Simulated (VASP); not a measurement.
All values below come from PBE GGA with D4 dispersion, VASP's PBE PAW potentials (set 64) (plane waves; VASP).

VASP input:

POSCAR:
```
Ti
1
    1.4738138431    -2.5527205147     0.0000000000
    1.4738138431     2.5527205147     0.0000000000
    0.0000000000     0.0000000000     4.6724142476
Ti
2
Direct
  0.3333330000   0.6666670000   0.2500000000
  0.6666670000   0.3333330000   0.7500000000
```

**INCAR**
```
SYSTEM = Ti
PREC = Accurate
ENCUT = 520
EDIFF = 1E-7
NELM = 100
ALGO = Normal
LREAL = .FALSE.
LASPH = .TRUE.
ISMEAR = 1
SIGMA = 0.1
GGA = PE
IVDW = 13
LMAXMIX = 4
LWAVE = .FALSE.
LCHARG = .FALSE.
ISIF = 4
IBRION = 2
NSW = 30
EDIFFG = -0.01
```

KPOINTS:
```
K-points
0
gamma
14 14 8
0 0 0
```

POTCAR, in this order: Ti_sv (PBE.64 set). Program: vasp_std.

The run wrote:

**OUTCAR**
```
 ion  position               nearest neighbor table
   1  0.333  0.667  0.250-   2 2.89   2 2.89   2 2.89   2 2.89   2 2.89   2 2.89
   2  0.667  0.333  0.750-   1 2.89   1 2.89   1 2.89   1 2.89   1 2.89   1 2.89
  LATTYP: Found a hexagonal cell.
 ALAT       =     2.9476277360
 C/A-ratio  =     1.5851439415
 Subroutine PRICEL returns:
 Original cell was already a primitive cell.
 Subroutine GETGRP returns: Found 24 space group operations
The static configuration has the point symmetry D_3d.
 The point group associated with its full space group is D_6h.
The dynamic configuration has the point symmetry D_3d.
 Subroutine INISYM returns: Found 24 space group operations
 Subroutine IBZKPT returns following result:
 Found    120 irreducible k-points:

 Following reciprocal coordinates:
            Coordinates               Weight
  0.000000  0.000000  0.000000      1.000000
  0.071429 -0.000000  0.000000      6.000000
  0.142857  0.000000  0.000000      6.000000
  0.214286 -0.000000  0.000000      6.000000
  0.285714  0.000000  0.000000      6.000000
  0.357143 -0.000000  0.000000      6.000000
  0.428571 -0.000000  0.000000      6.000000
  0.500000 -0.000000  0.000000      3.000000
  0.071429  0.071429  0.000000      6.000000
  0.142857  0.071429  0.000000     12.000000
  0.214286  0.071429  0.000000     12.000000
  0.285714  0.071429  0.000000     12.000000
  0.357143  0.071429  0.000000     12.000000
  0.428571  0.071429  0.000000     12.000000
  0.142857  0.142857  0.000000      6.000000
  0.214286  0.142857  0.000000     12.000000
  0.285714  0.142857  0.000000     12.000000
  0.357143  0.142857  0.000000     12.000000
  0.428571  0.142857  0.000000      6.000000
  0.214286  0.214286  0.000000      6.000000
  0.285714  0.214286  0.000000     12.000000
  0.357143  0.214286  0.000000     12.000000
...
```

**OSZICAR**
```
       N       E                     dE             d eps       ncg     rms          rms(c)
DAV:   1     0.247822408623E+03    0.24782E+03   -0.13705E+04  3840   0.187E+03
DAV:   2     0.106959903722E+02   -0.23713E+03   -0.23574E+03  3944   0.493E+02
DAV:   3    -0.165781880916E+02   -0.27274E+02   -0.26987E+02  7608   0.136E+02
DAV:   4    -0.177280652564E+02   -0.11499E+01   -0.11498E+01  4016   0.294E+01
DAV:   5    -0.177918700001E+02   -0.63805E-01   -0.63804E-01  6384   0.475E+00    0.117E+01
DAV:   6    -0.156660857038E+02    0.21258E+01   -0.81251E+00  4528   0.330E+01    0.293E+00
DAV:   7    -0.156534197407E+02    0.12666E-01   -0.79973E-01  5784   0.755E+00    0.203E+00
DAV:   8    -0.156799097558E+02   -0.26490E-01   -0.21548E-01  4472   0.618E+00    0.684E-01
DAV:   9    -0.156710020181E+02    0.89077E-02   -0.52530E-02  4648   0.263E+00    0.630E-02
DAV:  10    -0.156712564900E+02   -0.25447E-03   -0.24669E-03  6024   0.404E-01    0.833E-02
DAV:  11    -0.156712892159E+02   -0.32726E-04   -0.16544E-04  4856   0.118E-01    0.285E-02
DAV:  12    -0.156712775747E+02    0.11641E-04   -0.36815E-05  4936   0.522E-02    0.427E-03
DAV:  13    -0.156712795515E+02   -0.19768E-05   -0.73280E-07  4816   0.862E-03    0.857E-04
DAV:  14    -0.156712805348E+02   -0.98329E-06   -0.18717E-07  3288   0.352E-03    0.649E-04
DAV:  15    -0.156712806129E+02   -0.78147E-07   -0.31562E-08  2552   0.181E-03
   1 F= -.16069835E+02 E0= -.16070576E+02  d E =-.160698E+02
       N       E                     dE             d eps       ncg     rms          rms(c)
DAV:   1    -0.156714578272E+02   -0.17729E-03   -0.99322E-03  4040   0.144E+00    0.932E-02
DAV:   2    -0.156713549693E+02    0.10286E-03   -0.58284E-04  3856   0.303E-01    0.486E-02
DAV:   3    -0.156713094384E+02    0.45531E-04   -0.16950E-04  5648   0.138E-01    0.565E-03
DAV:   4    -0.156713095234E+02   -0.84911E-07   -0.14119E-05  4512   0.551E-02    0.280E-03
DAV:   5    -0.156713097613E+02   -0.23792E-06   -0.55730E-07  4832   0.847E-03    0.370E-04
DAV:   6    -0.156713097798E+02   -0.18535E-07   -0.23267E-08  2240   0.205E-03
   2 F= -.16069864E+02 E0= -.16070615E+02  d E =-.295815E-04
```

**OUTCAR**
```
------------------------ aborting loop because EDIFF is reached ----------------------------------------
  Edisp (eV):   -0.39855
  FORCE on cell =-STRESS in cart. coord.  units (eV):
  Direction    XX          YY          ZZ          XY          YZ          ZX
  --------------------------------------------------------------------------------------
  Total      -0.71118    -0.71118    -0.73006     0.00000     0.00000     0.00000
  in kB     -32.40961   -32.40961   -33.26980     0.00000     0.00000     0.00000
  external pressure =      -32.70 kB  Pullay stress =        0.00 kB
  volume of cell :       35.16
      direct lattice vectors                 reciprocal lattice vectors
     1.474430961 -2.553789392  0.000000000     0.339113877 -0.195787484  0.000000000
     1.474430961  2.553789392  0.000000000     0.339113877  0.195787484  0.000000000
    -0.000000000  0.000000000  4.668503827    -0.000000000  0.000000000  0.214201388
 POSITION                                       TOTAL-FORCE (eV/Angst)
 -----------------------------------------------------------------------------------
      1.47443      0.85126      1.16713        -0.000000      0.000000      0.000000
      1.47443     -0.85126      3.50138         0.000000     -0.000000      0.000000
 -----------------------------------------------------------------------------------
    total drift:                                0.000186      0.001066     -0.000018
  FREE ENERGIE OF THE ION-ELECTRON SYSTEM (eV)
  ---------------------------------------------------
  free  energy   TOTEN  =       -16.0698643310 eV

  energy  without entropy=      -16.0721151758  energy(sigma->0) =      -16.07061461

 reached required accuracy - stopping structural energy minimisation
```
(Selected blocks of OUTCAR.)

### CONTCAR
```
Ti
   1.00000000000000
     1.4744309605530093   -2.5537893915638747    0.0000000000000000
     1.4744309605530093    2.5537893915638747    0.0000000000000000
    -0.0000000000000000    0.0000000000000000    4.6685038273573500
  Ti
     2
Direct
     0.3333330000000032    0.6666669999999968    0.2500000000000000
     0.6666669999999968    0.3333330000000032    0.7500000000000000
```

The compound is Ti in the hcp structure. This cell is one point of a volume scan, at 1.03 of the reference volume. Symmetry was kept, so distortions that lower it aren't found.
